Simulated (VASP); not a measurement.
```
CELL_PARAMETERS angstrom
      0.00000     2.75210     2.75210
      2.75210     0.00000     2.75210
      2.75210     2.75210     0.00000
ATOMIC_POSITIONS crystal
  Mg 0.00000 0.00000 0.00000
  Se 0.50000 0.50000 0.50000
```

Calculation: PBE GGA, VASP's PBE PAW potentials (set 64) (plane waves; VASP 6.6.1). Numerical set-up: 520 eV cut-off, Gaussian smearing of 0.050 eV, potentials Mg Se.

**Question.** Give the energies of bands 2 to 7 at the high-symmetry points, in eV from the valence-band maximum.

**Answer.** 
| band | Γ | X | U | L | W |
|---|---|---|---|---|---|
| 2 | 0.00 | -4.11 | -3.63 | -4.79 | -3.19 |
| 3 | 0.00 | -1.72 | -3.22 | -0.55 | -3.19 |
| 4 | 0.00 | -1.72 | -1.38 | -0.55 | -2.47 |
| 5 | 2.40 | 1.75 | 3.00 | 3.79 | 4.43 |
| 6 | 7.42 | 4.04 | 6.25 | 6.06 | 6.87 |
| 7 | 7.42 | 11.47 | 8.81 | 6.06 | 7.53 |

The gap is indirect, 1.75 eV, from the valence maximum at Γ to the conduction minimum at X.

The compound is MgSe in the rock salt structure. It was relaxed first.
